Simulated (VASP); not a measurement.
These are PBE GGA, VASP's PBE PAW potentials (set 64) (plane waves; VASP) values and carry that method's errors.

Input for VASP

**POSCAR**
```
LuGe2
1
    0.0000000000     3.4293520000     3.4293520000
    3.4293520000     0.0000000000     3.4293520000
    3.4293520000     3.4293520000     0.0000000000
Lu Ge
1 2
Direct
  0.0000000000   0.0000000000   0.0000000000
  0.2500000000   0.2500000000   0.2500000000
  0.7500000000   0.7500000000   0.7500000000
```

**KPOINTS**
```
Automatic mesh
0
Gamma
7 7 7
0 0 0
```

INCAR:
```
SYSTEM = LuGe2
PREC = Accurate
ENCUT = 300
EDIFF = 1E-6
NELM = 100
ALGO = Normal
LREAL = .FALSE.
LASPH = .TRUE.
ISMEAR = 0
SIGMA = 0.2
GGA = PE
LMAXMIX = 6
LWAVE = .FALSE.
LCHARG = .FALSE.
ISIF = 3
IBRION = 2
NSW = 50
EDIFFG = -0.01
```

POTCAR, in this order: Lu_3 Ge_d (PBE.64 set). Program: vasp_std.

At this cut-off the stress carries a Pulay error, which pulls relaxed volumes low. Energy and stress use the plane-wave basis of the starting cell.

### Question
What does the run give for the energy per atom (σ→0), volume per atom, band gap (on the k-mesh)?

### Answer

```yaml
energy per atom (σ→0): -4.619 eV/atom
band gap (on the k-mesh): none (metal, semimetal or under 0.01 eV)
volume_per_atom: 24.35 Å^3/atom
```

### OSZICAR
```
...
DAV:   3    -0.138785944504E+02    0.90099E-01   -0.16467E-01  1360   0.671E+00    0.442E-01
DAV:   4    -0.138733968544E+02    0.51976E-02   -0.12208E-02  1560   0.172E+00    0.281E-01
DAV:   5    -0.138723438241E+02    0.10530E-02   -0.11363E-03  1072   0.439E-01    0.910E-02
DAV:   6    -0.138723420467E+02    0.17773E-05   -0.36801E-04  1480   0.333E-01    0.393E-02
DAV:   7    -0.138723295270E+02    0.12520E-04   -0.28618E-05  1512   0.550E-02    0.112E-02
DAV:   8    -0.138723272954E+02    0.22316E-05   -0.10149E-05   906   0.607E-02    0.396E-03
DAV:   9    -0.138723273214E+02   -0.25991E-07   -0.54641E-07   542   0.128E-02
   3 F= -.13872327E+02 E0= -.13857984E+02  d E =-.133325E+00
```

The structure was generated: LuGe2 was put into an ordered model structure, which need not be its known phase. This run relaxes it. Symmetry was kept, so distortions that lower it aren't found. The run is one of a series of settings (EDIFFG = -0.01, IBRION = 2, ISIF = 3, NSW = 50 against the base run), some of them coarse on purpose. The electron count is odd and the run is not spin-polarised, which forces a metal.
